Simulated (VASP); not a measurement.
The system is HfMg6Al.

```
Hf Al Mg
1.0
     5.02587    0.00000    0.00000
     0.00000    3.04421    5.58892
     0.00000   -3.04421    5.58892
Hf Al Mg
1 1 6
Direct
  0.50000 0.67124 0.67124
  0.50000 0.16664 0.16664
  0.00000 0.82981 0.82981
  0.00000 0.32851 0.32851
  0.00000 0.33494 0.83088
  0.00000 0.83088 0.33494
  0.50000 0.16822 0.66976
  0.50000 0.66976 0.16822
```

The cell comes from a database or a generator and needn't be the stable form of this composition.

- Program: VASP 6.6.1
- Task: single point
- Functional: PBE
- Potentials or basis: VASP PAW PBE potentials, release 64 (Hf_pv, Al, Mg)
- Cutoff: 520 eV
- k mesh: 6 × 5 × 5
- Occupations: fermi-dirac, width 0.05 eV
- Spin: no spin polarisation

On this cell: pressure -0.1 GPa; largest force 0.075 eV/Å; band gap on the k mesh none (metal or under the smearing width).

The same run follows on a disturbed copy (atoms moved at random, drawn with an rms of 0.05 Å):

```
CELL_PARAMETERS angstrom
5.02587 0.00000 0.00000
0.00000 3.04421 5.58892
0.00000 -3.04421 5.58892
ATOMIC_POSITIONS crystal
Hf 0.49602 0.67037 0.66662
Al 0.50791 0.17045 0.16237
Mg 0.99608 0.82579 0.83433
Mg 0.99752 0.32403 0.33063
Mg 0.99663 0.32902 0.83249
Mg 0.00078 0.83524 0.33313
Mg 0.50823 0.16309 0.67103
Mg 0.49943 0.66992 0.16469
```

**Question.** What does the disturbed cell give?

**Answer.** The energy (extrapolated to zero smearing) moves by +3.2 meV/atom; pressure 0.0 GPa; largest force 0.261 eV/Å; band gap on the k mesh none (metal or under the smearing width).

Forces in eV/Å, atoms in the order of the input:
```
Hf   0.115 -0.031  0.113
Al  -0.185 -0.060 -0.007
Mg   0.102  0.026 -0.135
Mg   0.138  0.019 -0.010
Mg   0.118  0.186  0.008
Mg  -0.018 -0.146 -0.118
Mg  -0.228  0.104  0.074
Mg  -0.042 -0.097  0.075
```

Stress tensor (GPa, compression positive):
```
-0.22 -0.05  0.03
-0.05  0.34 -0.12
 0.03 -0.12 -0.22
```
